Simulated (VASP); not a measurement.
## SiO₂ (relaxed from the CdI2 structure, space group P-3m1): computed properties

Calculation: r2SCAN meta-GGA, VASP's PBE PAW potentials (set 64) (plane waves; VASP).

| Item | Value |
|---|---|
| space group | P-3m1 (164) |
| cell | a = b = 2.679 Å, c = 4.716 Å, α = β = 90.00°, γ = 120.00° |
| volume per atom | 9.77 Å³/atom |
| band gap (over mesh and band path) | 7.21 eV |
| smallest direct gap (over mesh and band path) | 7.55 eV |
| density | 3.40 g/cm³ |
| mean ε∞ (independent particles) | 2.82 |

O$_{2}$Si is taken in the trigonal space group P-3m1 (No. 164), the CdI2 type structure, Pearson symbol hP3. Conventional cell: a = b = 2.6791 Å, c = 4.7158 Å, α = β = 90.00°, γ = 120.00°. Si on 1a is surrounded by 6 O at 1.790 Å (octahedral). O on 2d is surrounded by 3 Si at 1.790 Å (trigonal pyramidal). (Neighbours: up to the widest gap in distance over summed covalent radii, below 1.35, at either atom.)

The structure was generated: SiO2 was put into the CdI2 type (P-3m1), which need not be its known phase. It was relaxed first, which changed the volume by +13 %. Symmetry was kept, so distortions that lower it aren't found.
